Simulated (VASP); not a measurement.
The cell holds one SrCl₂ (fluorite) (110) slab, with vacuum along c, ions free to move until forces fall under 0.03 eV/Å, no reconstruction beyond this cell, dipole correction on. Ionisation potential and electron affinity count from the cell's own band edges, surface states included.

```xyz
12
Lattice="4.8927 0.0000 0.0000 0.0000 6.9193 0.0000 0.0000 0.0000 24.6549" Properties=species:S:1:pos:R:3 pbc="T T T"
Sr     0.0000     0.0000     8.9320
Sr     2.4463     3.4596    10.9038
Sr     0.0000     0.0000    13.7511
Sr     2.4463     3.4596    15.7230
Cl     2.4463     1.6690     8.5690
Cl     0.0000     1.7554    11.1680
Cl     4.8927     5.1639    11.1680
Cl     2.4463     5.2503     8.5690
Cl     2.4463     1.7042    13.4869
Cl     0.0000     1.7906    16.0859
Cl     0.0000     5.1287    16.0859
Cl     2.4463     5.2151    13.4869
```

Level of theory: PBEsol GGA, VASP's PBE PAW potentials (set 64) (plane waves; VASP). Settings: 400 eV cut-off, 4×3×1 Γ-centred mesh, Gaussian smearing of 0.050 eV, potentials Sr_sv Cl.

Slab and bulk use different k-meshes, so the surface energy is good to a few per cent at best.

Question: Predict its surface energy, ionisation potential, electron affinity, band gap (on the k-mesh).

Answer: 
```json
{
 "surface_energy": "0.29 J/m²",
 "ionisation_potential": "6.24 eV",
 "electron_affinity": "1.60 eV",
 "band gap (on the k-mesh)": "4.64 eV"
}
```

The cell is a thin slab with vacuum, built from SrCl2 (fluorite): (110) face.
